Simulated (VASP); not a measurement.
VASP input:

INCAR:
```
PREC=Accurate
ALGO=Normal   # blocked Davidson
LCHARG=.FALSE.
EDIFF=1E-6   # SCF stop (eV)
ISIF=2
NELM=100   # most electronic steps
LWAVE=.FALSE.
LASPH=.TRUE.
ENCUT=150
LMAXMIX=6
SIGMA=0.136   # width (eV)
ISMEAR=1
LREAL=.FALSE.
SYSTEM=ZnAu
GGA=PS   # PBEsol
```

KPOINTS:
```
Automatic mesh
0
Gamma
2 2 2
0 0 0
```

### POSCAR
```
ZnAu
1.0
  3.1500500000   0.0000000000   0.0000000000
  0.0000000000   3.1500500000   0.0000000000
  0.0000000000   0.0000000000   3.1500500000
Zn Au
1 1
Cartesian
  1.5739161824   1.5265079299   1.5148968456
  0.0011088176   0.0485170701   0.0601281544
```

POTCAR, in this order: Zn Au (PBE.64 set). Program: vasp_std.

### Question
Translate this PBEsol calculation to Ansatz.

### Answer
One equivalent input (not run):
Ansatz 0.2 input:
```yaml
crystal:
  lattice:
    - [3.1500500, 0.0000000, 0.0000000]
    - [0.0000000, 3.1500500, 0.0000000]
    - [0.0000000, 0.0000000, 3.1500500]
  atoms:
    - { symbol: Zn, position: [0.4996480, 0.4845980, 0.4809120] }
    - { symbol: Au, position: [0.0003520, 0.0154020, 0.0190880] }
kpoints:
  mp_grid: { grid: [2, 2, 2] }
hamiltonian:
  xc: pbesol
  pseudopotentials: { kind: paw }
scf:
  occupations: { method: methfessel_paxton, width: 0.136 }
  max_iter: 100
output: { forces: true, stress: true, eigenvalues: true }
```
Limits of the translation: each code has its own PAW files, so the cut-off isn't converted (ENCUT is set for VASP's; basis.ecutwfc is left out, and Ansatz then takes the one that its files recommend); Ansatz stops its SCF on the density residual and VASP on the energy change (EDIFF).

The structure comes from a computed database's ZnAu entry; how it stands against other phases isn't given here. The cell was not relaxed at this level, atoms are displaced from their ideal sites. The k-mesh is coarse (spacing up to 1.00 per Å, 2π included), so the numbers may not be converged in it. The run is one of a series of settings (ENCUT = 150, KPOINTS 2×2×2 Γ-centred mesh against the base run), some of them coarse on purpose.
